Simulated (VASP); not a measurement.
Consider the following.

```
Se
1.0
    4.50482     0.00000     0.00000
   -2.25241     3.90129     0.00000
    0.00000     0.00000     4.97880
Se
3
Direct
  0.21789   0.00000   0.33333
  0.00000   0.21789   0.66667
  0.78211   0.78211   0.00000
```

These are PBE GGA, VASP's PBE PAW potentials (set 64) (plane waves; VASP) values and carry that method's errors. Run with PREC = Normal, 350 eV cut-off, 4×4×3 Γ-centred mesh, Gaussian smearing of 0.010 eV, potentials Se_GW.

Estimate the energy per atom (σ→0), pressure, largest force.

```json
{
 "energy per atom (σ→0)": "-3.505 eV/atom",
 "pressure": "1.49 GPa",
 "largest_force": "0.01108 Ry/bohr"
}
```

The absolute energy has meaning only against runs of the same code, potentials and settings.

The structure comes from a computed database's Se entry (P3_121); how it stands against other phases isn't given here. The cell was not relaxed at this level. The k-mesh is coarse (spacing up to 0.42 per Å, 2π included), so the numbers may not be converged in it.
